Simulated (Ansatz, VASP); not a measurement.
**Ga2O3: VASP beside Ansatz**

Aim: how closely do two programs agree when they are given the same cell, functional and k mesh? The structure shown is frame 158 of Ansatz's trajectory.

Main program and level: Ansatz 0.2.0; plane waves, with VASP 6.6.1 beside it; single point at PBE.

## (1) Set-up

The cell holds 65 atoms: 26 Ga and 39 O. Its edges and angles: a = 8.720 Å, b = 8.720 Å, c = 8.720 Å, α = 90.0°, β = 90.0°, γ = 90.0°. As first built, before any earlier steps moved the atoms (in the runner's words): 65 atoms (26 Fe, 39 O) placed at random at 4.44 g/cm^3, melted at 5000 K for 10 ps at fixed volume with the Morse and Coulomb pair potential with partial charges (Pedone, Malavasi, Menziani, Cormack and Segre, J. Phys. Chem. B 110, 11780 (2006)). Quenched from 5000 K to 300 K at 100 K/ps and fixed volume, held 10 ps at zero pressure, then minimised at fixed cell. Then Fe was replaced by Ga and the cell scaled by 1.003 (the potential has no terms for the new elements, so the cell is a start for a DFT relaxation).

## (2) Ansatz: dynamics, PBE

Ansatz runs on its default PAW (the set named soft_2) files.

One frame of this run of dynamics is then solved in both programs, so the motion causes no difference.

Contents of input.yaml:

```yaml
crystal:
  lattice:
    - [8.72035, 0.0, 0.0]
    - [0.0, 8.72035, 0.0]
    - [0.0, 0.0, 8.72035]
  atoms:
    - { symbol: Ga, position: [0.86176, 0.99023, 0.86217] }
    - { symbol: Ga, position: [0.36544, 0.13055, 0.52114] }
    - { symbol: Ga, position: [0.86279, 0.62663, 0.00139] }
    - { symbol: Ga, position: [0.59289, 0.45471, 0.11355] }
    - { symbol: Ga, position: [0.8143, 0.67491, 0.66318] }
    - { symbol: Ga, position: [0.76782, 0.00886, 0.46916] }
    - { symbol: Ga, position: [0.08774, 0.93645, 0.60233] }
    - { symbol: Ga, position: [0.16816, 0.80656, 0.91854] }
    - { symbol: Ga, position: [0.46215, 0.40657, 0.67918] }
    - { symbol: Ga, position: [0.1644, 0.2171, 0.77449] }
    - { symbol: Ga, position: [0.9762, 0.89101, 0.19425] }
    - { symbol: Ga, position: [0.30154, 0.48746, 0.9476] }
    - { symbol: Ga, position: [0.42267, 0.56353, 0.39725] }
    - { symbol: Ga, position: [0.10584, 0.54664, 0.60474] }
    - { symbol: Ga, position: [0.4985, 0.83474, 0.57651] }
    - { symbol: Ga, position: [0.53725, 0.79571, 0.92816] }
    - { symbol: Ga, position: [0.46236, 0.1133, 0.91201] }
    - { symbol: Ga, position: [0.02003, 0.31486, 0.05382] }
    - { symbol: Ga, position: [0.72841, 0.14484, 0.15976] }
    - { symbol: Ga, position: [0.75695, 0.3198, 0.8294] }
    - { symbol: Ga, position: [0.69678, 0.72734, 0.28788] }
    - { symbol: Ga, position: [0.04815, 0.17024, 0.357] }
    - { symbol: Ga, position: [0.35245, 0.91176, 0.25817] }
    - { symbol: Ga, position: [0.75667, 0.38244, 0.45498] }
    - { symbol: Ga, position: [0.12098, 0.59223, 0.23872] }
    - { symbol: Ga, position: [0.32944, 0.28891, 0.22599] }
    - { symbol: O, position: [0.26193, 0.10291, 0.29731] }
    - { symbol: O, position: [0.81688, 0.52655, 0.81875] }
    - { symbol: O, position: [0.23058, 0.44589, 0.73874] }
    - { symbol: O, position: [0.96757, 0.25766, 0.84902] }
    - { symbol: O, position: [0.50294, 0.61011, 0.61188] }
    - { symbol: O, position: [0.10019, 0.36376, 0.26016] }
    - { symbol: O, position: [0.80355, 0.37895, 0.08327] }
    - { symbol: O, position: [0.28982, 0.91214, 0.52756] }
    - { symbol: O, position: [0.646, 0.66336, 0.07043] }
    - { symbol: O, position: [0.63693, 0.50562, 0.33238] }
    - { symbol: O, position: [0.04298, 0.73678, 0.6988] }
    - { symbol: O, position: [0.14841, 0.99992, 0.8212] }
    - { symbol: O, position: [0.1305, 0.18756, 0.5581] }
    - { symbol: O, position: [0.34531, 0.69047, 0.90225] }
    - { symbol: O, position: [0.47773, 0.93448, 0.76567] }
    - { symbol: O, position: [0.69641, 0.12383, 0.93201] }
    - { symbol: O, position: [0.91012, 0.66623, 0.23197] }
    - { symbol: O, position: [0.39202, 0.34817, 0.45075] }
    - { symbol: O, position: [0.55379, 0.04202, 0.46137] }
    - { symbol: O, position: [0.36348, 0.50465, 0.17058] }
    - { symbol: O, position: [0.21138, 0.60909, 0.43279] }
    - { symbol: O, position: [0.91154, 0.50439, 0.5301] }
    - { symbol: O, position: [0.97389, 0.1083, 0.1242] }
    - { symbol: O, position: [0.18421, 0.80305, 0.16482] }
    - { symbol: O, position: [0.72728, 0.80577, 0.81547] }
    - { symbol: O, position: [0.08346, 0.53876, 0.01093] }
    - { symbol: O, position: [0.95447, 0.83153, 0.98454] }
    - { symbol: O, position: [0.52247, 0.40984, 0.904] }
    - { symbol: O, position: [0.7472, 0.93498, 0.21983] }
    - { symbol: O, position: [0.48064, 0.7635, 0.33695] }
    - { symbol: O, position: [0.73292, 0.78784, 0.50084] }
    - { symbol: O, position: [0.25198, 0.26613, 0.00173] }
    - { symbol: O, position: [0.82323, 0.20392, 0.36513] }
    - { symbol: O, position: [0.8754, 0.02721, 0.65531] }
    - { symbol: O, position: [0.38493, 0.2039, 0.72858] }
    - { symbol: O, position: [0.53526, 0.24453, 0.16955] }
    - { symbol: O, position: [0.66302, 0.3185, 0.63436] }
    - { symbol: O, position: [0.44612, 0.95629, 0.06374] }
    - { symbol: O, position: [0.99778, 0.94792, 0.39875] }
kpoints:
  mp_grid: { grid: [1, 1, 1] }
hamiltonian:
  xc: pbe
scf:
  occupations: { method: fermi_dirac, width: 0.078 }
output:
  forces: true
  stress: true
md:
  timestep: 1.0
  n_steps: 474
  ensemble: nvt_langevin
  temperature: 900
  initial_velocities: maxwell_boltzmann
  seed: 5532
```

The run is started by

```sh
ansatz run input.yaml --threads 4 --pin off --max-ram 8192MiB --backend cpu --events-out ev --progress --plain --runs-dir out
```

Numbers of over 12 decimals in the logs are rounded to 6 here.

The program printed:

```text
Warning: md: disabling space-group detection — thermal motion breaks the input geometry's symmetry, so no spatial operation reduces the k-mesh or symmetrises the density; time reversal is kept, so that k and −k are solved as one point where they differ and the mesh holds both, and exact exchange and, on two spinor components, a DFT+U term hold to it where the run has them: on two components no moment then forms, and  [...]
Warning: output.stress: scf.convergence.dr2_threshold = 6.5e-8 eV (the default of an md: trajectory) is looser than the 6.5e-9 eV advised for a printed stress (1e-10 eV for each atom of the cell: 65). What an SCF threshold leaves in a stress goes as its square root, and in the free energy as the threshold itself, and one threshold admits the most on a small cell: [figures from the program's tests cut] Set scf.converg [...]
Engine: ansatz 0.2.0, aarch64-unknown-linux-gnu
Pseudopotentials: kind: paw
Pseudopotential: Ga, paw, valence charge 13, recommended cutoff 420 eV (normal), Ga.paw.azcp
Pseudopotential: O, paw, valence charge 6, recommended cutoff 420 eV (normal), O.paw.azcp
Functional definition: PBE
  parameter kappa = 0.804
  parameter beta = 0.066725
  exchange = pbe_x(kappa = kappa, mu = beta*pi^2/3)
  correlation = pbe_c(beta = beta)
Crystal: 65 atoms, lattice volume = 663.135 Å³
Basis set: ecut = 420 eV, 13037 PW (Γ), exchange–correlation on 120×120×120 points (8 copies of the dense FFT grid, shifted against one another)
Bands: 351, of which v1, the nominal top of the filled ones, is band 286 counted from 1 (285 counted from 0)
Symmetry: 1 space group operations
k-points: 1
Non-local potential: Ga, projectors of the file, l = 0: 2, l = 1: 2, l = 2: 3, l = 3: 1
Non-local potential: O, projectors of the file, l = 0: 2, l = 1: 2, l = 2: 1
PAW form: soft (Blöchl's): semilocal exchange-correlation on the pseudo side does not see the compensation charge
PAW one-centre angular grid: Ga, 590 points (default); XC on 64 Gauss nodes
PAW one-centre angular grid: O, 110 points (default); XC on 64 Gauss nodes
Initial density: superposition of atomic densities (neutral atoms: chi_scale 0, normalization atom), corrected by the library's trained network
Initial wavefunctions: pseudopotential atomic-orbital guess
Functional: x = pbe(κ = 0.804, μ = 0.219515), c = pbe(β = 0.066725)
SCF iter   1: F=—  HF=-120499.529410 eV  |F-HF|=—  |Δ(HF+E_count)|=         —  Δρ=3.00e-3  dr2=7.30e-2  ethr=1.77e-3  ⟨swp⟩=5.0  Hψ=1182  notcnv=0  defer=56
preconditioner: auto → Resta (q_TF=auto, 2.662 Å⁻¹)  ε∞=4.8  [insulator: Δε(μ)=1.258 eV  Ē_g=17.680 eV  σ=0.078 eV  W_gap=1.00  n_scr=202 (ndim 8)  ℏωp=34.5 eV  f_vac=0.035  D(μ)=0.02/eV (n_scr^D=0)  ε∞_Penn≈4.8]
SCF iter   2: F=—  HF=-120499.517172 eV  |F-HF|=—  |Δ(HF+E_count)|=   1.22e-2  Δρ=1.55e-3  dr2=1.22e-2  ethr=1.28e-5  ⟨swp⟩=2.0  Hψ=689  notcnv=0  defer=59
SCF iter   3: F=—  HF=-120499.517023 eV  |F-HF|=—  |Δ(HF+E_count)|=   1.50e-4  Δρ=6.42e-4  dr2=4.00e-3  ethr=2.13e-6  ⟨swp⟩=2.0  Hψ=542  notcnv=0  defer=59
SCF iter   4: F=—  HF=-120499.516747 eV  |F-HF|=—  |Δ(HF+E_count)|=   2.76e-4  Δρ=1.98e-4  dr2=2.20e-4  ethr=7.00e-7  ⟨swp⟩=2.0  Hψ=542  notcnv=0  defer=59
SCF iter   5: F=—  HF=-120499.516768 eV  |F-HF|=—  |Δ(HF+E_count)|=   2.08e-5  Δρ=9.85e-5  dr2=5.62e-5  ethr=3.84e-8  ⟨swp⟩=2.0  Hψ=577  notcnv=0  defer=59
SCF iter   6: F=—  HF=-120499.516276 eV  |F-HF|=—  |Δ(HF+E_count)|=   4.91e-4  Δρ=2.63e-5  dr2=4.03e-6  ethr=9.83e-9  ⟨swp⟩=2.0  Hψ=577  notcnv=0  defer=59
SCF iter   7: F=—  HF=-120499.516278 eV  |F-HF|=—  |Δ(HF+E_count)|=   1.92e-6  Δρ=1.63e-5  dr2=1.60e-6  ethr=7.04e-10  ⟨swp⟩=2.0  Hψ=575  notcnv=0  defer=59
SCF iter   8: F=—  HF=-120499.516278 eV  |F-HF|=—  |Δ(HF+E_count)|=   2.20e-7  Δρ=3.93e-6  dr2=1.08e-7  ethr=2.80e-10  ⟨swp⟩=2.0  Hψ=569  notcnv=0  defer=59
SCF iter   9: F=-120499.516278 eV  HF=-120499.516278 eV  |F-HF|=2.86e-8  |Δ(HF+E_count)|=   9.38e-8  Δρ=2.87e-6  dr2=4.32e-8  ethr=1.14e-11  ⟨swp⟩=4.0  Hψ=1138  notcnv=0
[...]
md step   465: t =   465.00 fs  T =  1166.4 K  F+E_penalty+E_count = -120494.19776099 eV  E_kin = 9.800241 eV  P_inst = 13.1463 GPa  (6 SCF iters)
[... from here on, the SCF cycles and remarks between the steps are left out ...]
md step   466: t =   466.00 fs  T =  1153.9 K  F+E_penalty+E_count = -120494.19185791 eV  E_kin = 9.694975 eV  P_inst = 13.1310 GPa  (6 SCF iters)
md step   467: t =   467.00 fs  T =  1182.7 K  F+E_penalty+E_count = -120494.14997886 eV  E_kin = 9.936577 eV  P_inst = 13.1906 GPa  (6 SCF iters)
md step   468: t =   468.00 fs  T =  1166.7 K  F+E_penalty+E_count = -120494.07330058 eV  E_kin = 9.802269 eV  P_inst = 13.2105 GPa  (6 SCF iters)
md step   469: t =   469.00 fs  T =  1147.0 K  F+E_penalty+E_count = -120493.97583938 eV  E_kin = 9.636571 eV  P_inst = 13.2321 GPa  (6 SCF iters)
md step   470: t =   470.00 fs  T =  1128.1 K  F+E_penalty+E_count = -120493.87253144 eV  E_kin = 9.478369 eV  P_inst = 13.2486 GPa  (8 SCF iters)
md step   471: t =   471.00 fs  T =  1079.3 K  F+E_penalty+E_count = -120493.77172480 eV  E_kin = 9.067929 eV  P_inst = 13.2255 GPa  (6 SCF iters)
md step   472: t =   472.00 fs  T =  1060.6 K  F+E_penalty+E_count = -120493.67807127 eV  E_kin = 8.911433 eV  P_inst = 13.2462 GPa  (6 SCF iters)
md step   473: t =   473.00 fs  T =  1088.6 K  F+E_penalty+E_count = -120493.59225962 eV  E_kin = 9.146416 eV  P_inst = 13.3271 GPa  (6 SCF iters)
md step   474: t =   474.00 fs  T =  1055.2 K  F+E_penalty+E_count = -120493.53336129 eV  E_kin = 8.865623 eV  P_inst = 13.3112 GPa  (8 SCF iters)
SCF converged after 8 iterations
Free energy (F): -120493.533361 eV
Harris-Foulkes:  -120493.533361 eV  (|F-HF|=1.28e-8)
Internal energy: -120493.531793 eV  (E = F + TS)
E sigma→0 (E₀):  -120493.532577 eV
Entropy (-TS):   -0.001568 eV (-0.024 meV/atom)
Fermi energy:    10.122268 eV
--- Per-component energies (eV) ---
  E_band       = -402.745812
  E_kinetic    = 9909.338529
  E_local      = -59021.241520  (includes V_loc(G=0)·N_el)
  E_nonlocal   = 13145.782775
  E_hartree    = 26612.124974
  E_xc         = -4639.282807
  E_vxc        = -5148.141870  (∫ρ·V_xc dr)
  E_paw        = -58131.711603  (= ΣΔE_a)
  E_vpaw       = -12512.827347  (= ΣTr[D̂ρ^β])
  E_aug_tail   = 0.093020  (compensation charges beyond the density's cutoff)
  E_ewald      = -48368.635162
  E_smearing   = -0.001568  (= −TS)
  E_closure    = -0.000000  (closes the sum)
  Σ components = -120493.533361   (vs F -120493.533361, Δ=0.00e0)
--- Forces (eV/Å), atoms counted from 1 ---
  atom   1  Ga     2.30823458    -0.25199014    -0.66059183
  atom   2  Ga    -0.64850646     1.63378436    -1.15216741
  atom   3  Ga     0.55757227     0.86510855    -0.86739886
  atom   4  Ga    -0.62828374    -0.71465417    -0.47064124
  atom   5  Ga     1.27470908     0.98226468     1.07069483
  atom   6  Ga    -0.38945268     0.43385522    -1.50482493
  atom   7  Ga     1.08565226    -0.66757741     0.69606919
  atom   8  Ga    -1.90858531     0.71408616     0.71599472
  atom   9  Ga    -1.13346351    -0.23316365    -0.17133459
  atom  10  Ga     0.01294224    -0.25127170    -1.40040956
  atom  11  Ga    -0.62365318     0.13479754     0.74617105
  atom  12  Ga     3.00937410     1.10804525    -1.49730115
  atom  13  Ga     0.24967168    -1.71858336     0.08110959
  atom  14  Ga    -0.24401263     0.77825870     0.53664654
  atom  15  Ga    -0.16916529     1.63137140    -0.19739768
  atom  16  Ga     1.18165721    -3.07701989    -1.18896999
  atom  17  Ga     0.92155284     0.72700766    -0.70483249
  atom  18  Ga    -0.89799586     0.97648521    -1.28951821
  atom  19  Ga    -1.18680944     0.18971649     0.95311327
  atom  20  Ga     1.00017331    -1.87918460     2.41651935
  atom  21  Ga     2.00498538     0.60947019     0.33127658
  atom  22  Ga     0.35510008    -0.94170074     1.41896406
  atom  23  Ga     1.70607403    -0.39306940     0.93939620
  atom  24  Ga    -1.18596641     1.19543666    -1.78037342
[...]
atom  58  O     -0.45318073     0.29695552     1.37161164
  atom  59  O      0.63343114    -2.95469551    -0.80376864
  atom  60  O     -2.89875716    -0.17275602     3.01607042
  atom  61  O     -1.07778331    -0.69509229     1.15464812
  atom  62  O      2.24416453     0.74987440    -0.92323812
  atom  63  O     -0.95229204    -0.55458939     0.27364818
  atom  64  O     -1.95027181     0.81844290     3.74633954
  atom  65  O     -0.61745765     0.43628738    -2.29703762
  max |Σ_I F_I| component: 3.93e-5 eV/Å
--- Stress (GPa, compression-positive) ---
       11.511707       2.178183      -4.198946
        2.178182      13.888433       2.966275
       -4.198947       2.966275      10.249412
  P = ⅓ Tr σ = 11.8832 GPa (118.832 kbar)
--- MD trajectory: 474 steps, t = 0.0 → 474.0 fs ---
  final state: T = 1055.2 K   F+E_penalty+E_count = -120493.53336129 eV   E_kin = 8.865623 eV
```

(Part 1 of 2 ends here.)

[Lines on the potential files, build, host, timing and source positions are cut from VASP's logs without a mark.]

[Logs are printed without paths, hosts, clocks, repeated set-up lines and the standing remarks that a program may print on its own settings, such as how far it seeks lower states.]

[Hosts, paths, dates, database ids (printed as entryN), source tags and the programs' standing remarks are cut or masked in the printed files.]
